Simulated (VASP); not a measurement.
Ga2Ge2O3: relaxation of cell and atoms with PBE

Ga2Ge2O3:

```xyz
7
Lattice="5.3533 0.0000 0.0000 -2.6766 4.6361 0.0000 0.0000 0.0000 4.9610" Properties=species:S:1:pos:R:3 pbc="T T T"
Ga    0.0000    0.0000    2.4805
Ga    0.0000    0.0000    0.0000
Ge    0.0000    3.0907    0.0000
Ge    2.6766    1.5454    0.0000
O     2.6766    0.0000    0.0000
O    -1.3383    2.3180    0.0000
O     1.3383    2.3180    0.0000
```

The cell was built by a generator and needn't be a form met in nature.

```
Program                : VASP 6.6.1
Task                   : relaxation of cell and atoms
Functional             : PBE
Potentials or basis    : VASP PAW PBE potentials, release 64 (Ga_d, Ge_d, O)
Cutoff                 : 520 eV
k mesh                 : 3 × 3 × 3
Occupations            : gaussian, width 0.15 eV
Spin                   : no spin polarisation
Further INCAR settings : PREC = Normal; ALGO = Fast; EDIFF = 0.0001; IBRION = 2; EDIFFG = -0.08; NSW = 24; ISIF = 3
```

| Item | Value |
| --- | --- |
| Relaxed volume | 26.12 Å³/atom |
| Relaxed cell | a = 6.354 Å, b = 6.354 Å, c = 5.229 Å, α = 90.00°, β = 90.00°, γ = 120.00° |
| Space group after relaxing (to 0.05 Å) | P6/mmm (No. 191) |
| Energy gained by relaxing | 1172.2 meV/atom |
| Ionic steps | 9 |
| Pressure after relaxing | 0.1 GPa |
| Band gap on the k mesh | none (metal or under the smearing width) |

Stress tensor (GPa, compression positive):
```
 0.37  0.00  0.00
 0.00  0.37  0.00
 0.00  0.00 -0.49
```

Step by step:
| step | energy change (eV) | largest force (eV/Å) | pressure (GPa) | volume (Å³) |
| --- | --- | --- | --- | --- |
| 1 | 0.0000 | 0.0000 | 47.93 | 123.12 |
| 2 | -3.8577 | 0.0000 | -13.46 | 235.83 |
| 3 | -8.1551 | 0.0000 | 0.41 | 177.19 |
| 4 | -8.1578 | 0.0000 | 0.75 | 176.01 |
| 5 | -8.1549 | 0.0000 | 1.47 | 174.85 |
| 6 | -8.1943 | 0.0000 | 0.78 | 178.14 |
| 7 | -8.2070 | 0.0000 | 0.76 | 181.54 |
| 8 | -8.1624 | 0.0000 | -0.44 | 188.36 |
| 9 | -8.2053 | 0.0000 | 0.08 | 182.83 |

Final structure:
```
Ga Ge O
1.0
     6.35414    0.00000    0.00000
    -3.17707    5.50285    0.00000
     0.00000    0.00000    5.22874
Ga Ge O
2 2 3
Direct
  0.00000 0.00000 0.50000
  0.00000 0.00000 0.00000
  0.33333 0.66667 0.00000
  0.66667 0.33333 0.00000
  0.50000 0.00000 0.00000
  0.00000 0.50000 0.00000
  0.50000 0.50000 0.00000
```

Levels at points of the mesh, in eV from the Fermi level:
```tsv
k point	band 34	band 35	band 36	band 37	band 38	band 39
(0.00, 0.00, 0.00)	-3.80	-2.37	-1.68	0.26	0.29	0.29
```

Run time: 40 s on 4 MPI ranks on Intel(R) Xeon(R) Platinum 8488C (Sapphire Rapids) (shared host), peak memory 0.13 GiB a rank.

Caveat: the k mesh is coarse (spacing up to 0.45 Å⁻¹), so the values aren't converged; the volume moved by over 15 % at a fixed basis, so the end points are rough.
